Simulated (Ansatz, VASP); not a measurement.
# TaTeSe (1T-TaSeTe bilayer, AA) in two plane-wave programs

One calculation is typed for both programs; each brings its own data sets. How far apart do they land? The structure shown is the start of the Ansatz relaxation below; VASP solves that cell, so the two are compared at the walk's first step.

Method: plane waves, with VASP 6.6.1 beside it; single point at PBE with D3(BJ), in Ansatz 0.2.0.

### 1. Set-up

The cell holds 6 atoms: 2 Te, 2 Ta and 2 Se. Cell: a = 3.828 Å, b = 3.828 Å, c = 51.621 Å, α = 90.0°, β = 90.0°, γ = 120.0°. Vacuum lies along c.

### 2. Ansatz: relaxation, PBE with D3(BJ)

Ansatz runs on its default PAW (the set named soft_2) files.

The two programs are compared at the cell with which this relaxation starts, whose forces are those of its first step.

The input, input.yaml:

```yaml
crystal:
  lattice:
    - [3.827645, 0.0, 0.0]
    - [-1.9138225, 3.3148378067, 0.0]
    - [0.0, 0.0, 51.6211967282]
  atoms:
    - { symbol: Te, position: [0.6666666667, 0.3333333333, 0.4000294706] }
    - { symbol: Ta, position: [0.0, 0.0, 0.437298474], spin: 1.0 }
    - { symbol: Se, position: [0.3333333333, 0.6666666667, 0.4690049805] }
    - { symbol: Te, position: [0.6666666667, 0.3333333333, 0.5309950195] }
    - { symbol: Ta, position: [0.0, 0.0, 0.5682640229], spin: -1.0 }
    - { symbol: Se, position: [0.3333333333, 0.6666666667, 0.5999705294] }
  periodic: [true, true, false]
magnetization:
  spin_polarized: true
kpoints:
  mp_grid: { grid: [12, 12, 1] }
hamiltonian:
  xc: pbe
  dispersion: d3bj
scf:
  occupations: { method: fermi_dirac, width: 0.05 }
  convergence: { dr2_threshold: 1.0e-09 }
relax:
  f_tol: 0.004
  max_steps: 90
  cell: {}
output:
  write_potential: true
  write_density: true
  volumetric_format: npy
```

Command:

```sh
ansatz run input.yaml --threads 4 --pin off --max-ram 12288MiB --backend cpu --events-out ev --progress --plain --runs-dir out
```

Numbers of over 12 decimals in the logs are rounded to 6 here.

The log of the run:

```text
Warning: relax.cell: scf.convergence.dr2_threshold = 1e-9 eV is looser than the 1.45295675972e-10 eV advised for a relaxation that steers and ends on the stress (1e-10 eV for each atom of the cell: 6, times the square of relax.cell.stress_2d_tol = 0.05 N/m over 20.3 Å (the atoms' height at the walk's start and 5 Å past either face), 2.460e-2 GPa, over a crystal's default 0.05). What an SCF threshold leaves in a stress goes as its square root, and in the free energy as the threshold itself, and one threshold admits the most on a small cell: [figures from the program's tests cut] Set scf.convergence.dr2_threshold to 1.45295675972e-10 eV or tighter. [rest of the remark cut]
Engine: ansatz 0.2.0, x86_64-unknown-linux-gnu
Pseudopotentials: kind: paw
Pseudopotential: Te, paw, valence charge 16, recommended cutoff 420 eV (normal), Te.paw.azcp
Pseudopotential: Ta, paw, valence charge 13, recommended cutoff 420 eV (normal), Ta.paw.azcp
Pseudopotential: Se, paw, valence charge 16, recommended cutoff 420 eV (normal), Se.paw.azcp
Functional definition: PBE
  parameter kappa = 0.804
  parameter beta = 0.066725
  exchange = pbe_x(kappa = kappa, mu = beta*pi^2/3)
  correlation = pbe_c(beta = beta)
Crystal: 6 atoms, lattice volume = 654.971 Å³
Basis set: ecut = 420 eV, 12773 PW (Γ), exchange–correlation on 54×54×720 points (8 copies of the dense FFT grid, shifted against one another)
Bands: 56, of which v1, the nominal top of the filled ones, is band 45 counted from 1 (44 counted from 0)
Symmetry: 6 space group operations
Space group: P3m1 (ITA 156), of the structure as read, at distance tolerance 8.7e-5 Å
Magnetic group: BNS 156.49 (UNI 1279), of the structure as read, at distance tolerance 8.7e-5 Å
k-points: 19 of 144 (time reversal used)
Non-local potential: Te, projectors of the file, l = 0: 2, l = 1: 2, l = 2: 2, l = 3: 2
Non-local potential: Ta, projectors of the file, l = 0: 3, l = 1: 2, l = 2: 2, l = 3: 1
Non-local potential: Se, projectors of the file, l = 0: 2, l = 1: 2, l = 2: 3, l = 3: 1
PAW form: soft (Blöchl's): semilocal exchange-correlation on the pseudo side does not see the compensation charge
PAW one-centre angular grid: Te, 590 points (default); XC on 64 Gauss nodes
PAW one-centre angular grid: Ta, 590 points (default); XC on 64 Gauss nodes
PAW one-centre angular grid: Se, 590 points (default); XC on 64 Gauss nodes
Initial density: superposition of atomic densities (neutral atoms: chi_scale 0, normalization atom)
Starting moments: Σ|m| = 2 μB on 2 of 6 sites
Starting magnetic order: compensated ferrimagnet; no operation exchanges its spin sublattices
Initial wavefunctions: pseudopotential atomic-orbital guess
Functional: x = pbe(κ = 0.804, μ = 0.219515), c = pbe(β = 0.066725)
iter 1 solved again at ethr=3.09e-3 eV; its pass at ethr=3.10e-3 eV (dr2=2.78e0 eV) is discarded
SCF iter   1: F=—  HF=-44767.582015 eV  |F-HF|=—  |Δ(HF+E_count)|=         —  Δρ=8.45e-3 (↑8.45e-3 ↓8.45e-3)  dr2=2.80e0  dr2_m=4.74e-2  M=0.000 μB ∫|m|=1.573 μB  β_m=0.30  ethr=3.09e-3  ⟨swp⟩=1.9  Hψ=13432  notcnv=0
Mixer restart at iter 1: flushing history
preconditioner: auto → LDOS  [metal: Δε(μ)=0.034 eV  Ē_g=7.629 eV  σ=0.050 eV  W_gap=0.17  n_scr=86 (ndim 8)  ℏωp=8.5 eV  f_vac=0.724  D(μ)=4.11/eV (n_scr^D=16)]
spin=Collinear: LDOS preconditioning applied to the charge; magnetization (m = ρ↑ − ρ↓) channel mixes plain (no charge-response kernel on spin).
SCF iter   2: F=—  HF=-44767.192448 eV  |F-HF|=—  |Δ(HF+E_count)|=   3.90e-1  Δρ=5.94e-3 (↑5.94e-3 ↓5.92e-3)  dr2=1.18e0  dr2_m=2.68e-2  M=0.002 μB ∫|m|=1.508 μB  β_m=0.56  ethr=3.09e-3  ⟨swp⟩=2.9  Hψ=3135  notcnv=0
SCF iter   3: F=—  HF=-44767.028424 eV  |F-HF|=—  |Δ(HF+E_count)|=   1.64e-1  Δρ=1.54e-3 (↑1.54e-3 ↓1.54e-3)  dr2=2.98e-2  dr2_m=4.31e-3  M=0.007 μB ∫|m|=1.282 μB  β_m=0.60  ethr=1.31e-3  ⟨swp⟩=4.4  Hψ=4202  notcnv=0  defer=19
SCF iter   4: F=—  HF=-44767.066534 eV  |F-HF|=—  |Δ(HF+E_count)|=         —  Δρ=1.61e-3 (↑1.60e-3 ↓1.61e-3)  dr2=2.38e-3  dr2_m=1.46e-2  M=0.016 μB ∫|m|=0.855 μB  β_m=0.60  ethr=3.31e-5  ⟨swp⟩=3.3  Hψ=4592  notcnv=0  defer=64
SCF iter   5: F=—  HF=-44767.071917 eV  |F-HF|=—  |Δ(HF+E_count)|=   5.38e-3  Δρ=1.05e-3 (↑1.05e-3 ↓1.05e-3)  dr2=3.13e-4  dr2_m=6.55e-3  M=0.018 μB ∫|m|=0.694 μB  β_m=0.76  ethr=2.64e-6  ⟨swp⟩=3.2  Hψ=4473  notcnv=0  defer=64
[...]
SCF 8 converged in 6 iterations: F = -44768.264276 eV  dr2 = 1.54e-11
relax step   8: F+E_penalty+E_count = -44768.26427576 eV  Δ(F+E_penalty+E_count) = +2.736e-3 eV  max|allowed force component| = 5.769e-4 eV/Å  Δτ_max = 0.0000 Å  P = -0.028 N/m  Ω = 560.208 Å³  fix = [c, alpha, beta]  reactions: c -0.000 N/m  stress off target by 2.78e-2 N/m on what of the cell is left free  SCF on the basis re-selected at this cell (its energy is not comparable with the rows above)  (6 SCF iters)
basis re-selected at this cell: Δ(F+E_penalty+E_count) = +2.736e-3 eV, ΔP = -0.021 N/m vs the last step (what re-selecting the basis moved, of the pressure what is left beyond the Pulay correction that the steps carried, after the strain that the cell walked since its last selection, with what the two solves' SCF thresholds leave and, on support functions, any second-order correction that the steps lacked; it is no measure of the basis error at this ecutwfc). The dense FFT grid was sized anew with the basis: this SCF ran on 24×24×360 points, the steps before it on 27×27×360, so part of this shift can come from that change (see relax.cell in the input reference). [rest of the remark cut]
WARN: The input density's exchange-correlation potential varies sharply where the density is thin. Do not read a vacuum level from v_tot or v_xc, or from such a field of the output density. On a cell that repeats whose density bears no net charge and no dipole along the vacuum's axis use v_es (v_loc + v_h of the components); under efield.dipole_correction with no amplitude use v_es + v_field, which holds any external [...]
SCF converged after 6 iterations
Magnetization: 0.0000 μB (45.0000 up, 45.0000 down)
Absolute magnetization: 0.0000 μB (∫|ρ↑−ρ↓|, with the PAW one-centre terms)
Spin contamination: 0.0000 ħ² per cell (⟨S²⟩ above its minimum at these occupations)
Per-site moments (μB) at R_I (Å): [(5.829166798901492e-8, 1.153306), (-2.8082930516399206e-7, 1.070211), (8.518951262470269e-9, 1.070211), (-8.506064062969148e-8, 1.149240), (6.362822037981193e-7, 1.074160), (-3.6496845395864414e-8, 1.074160)]
Free energy (F): -44768.264276 eV
Harris-Foulkes:  -44768.264276 eV  (|F-HF|=1.24e-10)
Internal energy: -44768.228994 eV  (E = F + TS)
E sigma→0 (E₀):  -44768.246635 eV
Entropy (-TS):   -0.035281 eV (-5.880 meV/atom)
Fermi energy:    -4.508659 eV
--- Per-component energies (eV) ---
  E_band       = -2979.916769
  E_kinetic    = 1332.508119
  E_local      = -601812.481643  (includes V_loc(G=0)·N_el)
  E_nonlocal   = -1782.988900
  E_hartree    = 300323.377910
  E_xc         = -895.408782
  E_vxc        = -814.788670  (∫ρ·V_xc dr)
  E_paw        = -29941.043871  (= ΣΔE_a)
  E_vpaw       = -548.920712  (= ΣTr[D̂ρ^β])
  E_aug_tail   = -0.001228  (compensation charges beyond the density's cutoff)
  E_ewald      = 288010.319449
  E_disp       = -2.510050  (pairwise vdW)
  E_smearing   = -0.035281  (= −TS)
  E_closure    = 0.000000  (closes the sum)
  Σ components = -44768.264276   (vs F -44768.264276, Δ=0.00e0)
--- Forces (eV/Å), atoms counted from 1 ---
  atom   1  Te     0.00000000     0.00000000    -0.00026187
  atom   2  Ta     0.00000000    -0.00000000     0.00010647
  atom   3  Se     0.00000000    -0.00000000     0.00022182
  atom   4  Te     0.00000000     0.00000000    -0.00016648
  atom   5  Ta     0.00000000    -0.00000000     0.00057703
  atom   6  Se     0.00000000    -0.00000000    -0.00047636
  max |Σ_I F_I| component: 6.08e-7 eV/Å
--- 2D stress c σ (N/m, compression-positive) ---
       -0.027791      -0.000000       0.000000
       -0.000000      -0.027791       0.000000
        0.000000       0.000000      -0.000000
  P = ½ c Tr σ = -0.0278 N/m
--- Band table (eV; the first three rows and the last of 38) ---
  k-point 0 ↑: bands = [... 41 lower, -4.3051, -4.3051, -4.2550, -4.2550, -3.9389, -3.9108, -3.9108, -3.7555, ... 7 higher]
  k-point 1 ↑: bands = [... 41 lower, -5.0887, -4.7612, -4.6752, -4.5307, -4.2042, -3.6025, -3.4682, -3.3587, ... 7 higher]
  k-point 2 ↑: bands = [... 41 lower, -5.9333, -5.2526, -5.1477, -4.7044, -4.4686, -3.5261, -3.0616, -3.0020, ... 7 higher]
  k-point 18 ↓: bands = [... 41 lower, -7.6134, -7.5032, -7.4260, -3.6121, -3.3458, -3.1158, -3.0998, -3.0613, ... 7 higher]
  the weakly bound empty levels are not read free of the cell's end (no_gap_told)
--- Relaxed structure (7 steps of the walk, 7 accepted, 1 SCFs on fresh bases) ---
  F+E_penalty+E_count = -44768.26427576 eV   max|allowed force component| = 5.769e-4 eV/Å   (the final SCF, on the basis selected at the relaxed cell)
  cell:  # Å, volume = 560.2083 Å³
    - [3.539936, 0, 0]
    - [-1.769968, 3.065675, 0]
    - [0, 0, 51.6211967282]
  atoms:
    - { symbol: Te, position: [0.666667, 0.333333, 0.403638] }
    - { symbol: Ta, position: [-4.752574113705787e-18, 1.9010296454823136e-18, 0.440597] }
    - { symbol: Se, position: [0.333333, 0.666667, 0.471557] }
    - { symbol: Te, position: [0.666667, 0.333333, 0.528385] }
    - { symbol: Ta, position: [4.611500281602134e-18, -1.844600112640853e-18, 0.565063] }
    - { symbol: Se, position: [0.333333, 0.666667, 0.596323] }
```

(Continued in part 2 of 2.)

[Lines on the potential files, build, host, timing and source positions are cut from VASP's logs without a mark.]

[Logs are printed without paths, hosts, clocks, repeated set-up lines and the standing remarks that a program may print on its own settings, such as how far it seeks lower states.]

[Hosts, paths, dates, database ids (printed as entryN), source tags and the programs' standing remarks are cut or masked in the printed files.]
